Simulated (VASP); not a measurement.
Data:

```yaml
crystal:
  lattice:
    - [-0.00113, 5.56573, 5.56248]
    - [5.56573, -0.00113, 5.56248]
    - [2.78230, 2.78230, 0.00000]
  atoms:
    - { symbol: Zn, position: [0.99952, 0.99952, 0.00097] }
    - { symbol: Zn, position: [0.98886, 0.50445, 0.00668] }
    - { symbol: Zn, position: [0.50445, 0.98886, 0.00668] }
    - { symbol: Zn, position: [0.50706, 0.50706, 0.98588] }
    - { symbol: Se, position: [0.12572, 0.12572, 0.24856] }
    - { symbol: Se, position: [0.12620, 0.62364, 0.25016] }
    - { symbol: Se, position: [0.62364, 0.12620, 0.25016] }
    - { symbol: S, position: [0.62454, 0.62454, 0.25091] }
```

All values below come from PBEsol GGA, VASP's PBE PAW potentials (set 64) (plane waves; VASP 6.6.1). Numerical set-up: 400 eV cut-off, Gaussian smearing of 0.050 eV, potentials Zn Se S.

**Question.** Give the energies of bands 29 to 42 at the high-symmetry points, in eV from the valence-band maximum.

**Answer.** 
| band | Γ | Y | C0 | Z | A0 | T | S | R |
|---|---|---|---|---|---|---|---|---|
| 29 | -2.40 | -2.72 | -3.17 | -3.06 | -2.54 | -2.52 | -2.63 | -2.88 |
| 30 | -1.17 | -2.64 | -1.92 | -2.98 | -2.45 | -2.41 | -2.56 | -2.60 |
| 31 | -1.07 | -1.78 | -1.83 | -2.97 | -2.40 | -2.38 | -2.01 | -2.55 |
| 32 | -0.98 | -1.55 | -1.51 | -2.86 | -2.26 | -2.26 | -1.57 | -2.50 |
| 33 | -0.80 | -1.22 | -1.29 | -2.69 | -1.69 | -1.13 | -0.78 | -2.03 |
| 34 | -0.05 | -1.22 | -1.27 | -2.63 | -1.44 | -0.96 | -0.67 | -1.77 |
| 35 | -0.03 | -0.98 | -1.16 | -1.20 | -1.12 | -0.95 | -0.37 | -1.59 |
| 36 | 0.00 | -0.85 | -0.51 | -0.85 | -1.11 | -0.80 | -0.37 | -1.55 |
| 37 | 1.32 | 3.67 | 3.52 | 4.07 | 3.01 | 2.51 | 2.62 | 3.55 |
| 38 | 2.54 | 3.81 | 3.94 | 4.30 | 3.09 | 2.62 | 2.93 | 3.62 |
| 39 | 2.65 | 3.96 | 4.02 | 5.22 | 3.28 | 2.69 | 3.62 | 3.77 |
| 40 | 2.81 | 4.09 | 4.05 | 5.35 | 3.29 | 2.92 | 3.80 | 3.84 |
| 41 | 3.42 | 4.30 | 4.47 | 5.49 | 3.74 | 3.43 | 5.41 | 5.32 |
| 42 | 5.78 | 4.32 | 4.71 | 5.63 | 3.74 | 3.44 | 5.62 | 5.43 |

The gap is direct, 1.32 eV, from the valence maximum at Γ to the conduction minimum at Γ.

The structure was generated: Zn4SSe3 was put into an ordered model structure (Amm2), which need not be its known phase. It was relaxed first.
